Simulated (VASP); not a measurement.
```
CELL_PARAMETERS angstrom
      4.27708     0.00000     0.00000
     -2.13854     3.70406     0.00000
      0.00000     0.00000     2.46256
ATOMIC_POSITIONS crystal
  Fe 0.00000 0.00000 0.00000
  Si 0.33333 0.66667 0.50000
  Si 0.66667 0.33333 0.50000
```
Starting moments (μB, in the order of the record's atoms Fe Si Si): 2.8 0.1 0.1.

All values below come from r2SCAN meta-GGA, VASP's PBE PAW potentials (set 64) (plane waves; VASP 6.6.1). Numerical set-up: 400 eV cut-off, 9×9×14 Γ-centred mesh, tetrahedra with Blöchl corrections, potentials Fe Si.

### Question
The job: FeSi2 (relaxed from the AlB2 structure, space group P6/mmm), 3 atoms, r2SCAN, static run, 400 eV, 9×9×14 Γ-centred mesh. Roughly how much core time does it take on a busy server core?

### Answer
About 8 core-minutes (one run on a shared machine, a rough figure). It had 96 irreducible k-points, 14 bands, up to 726 plane waves and 17 electronic steps.

The structure was generated: FeSi2 was put into the AlB2 type (P6/mmm), which need not be its known phase. It was relaxed first, which changed the volume by -47 %.
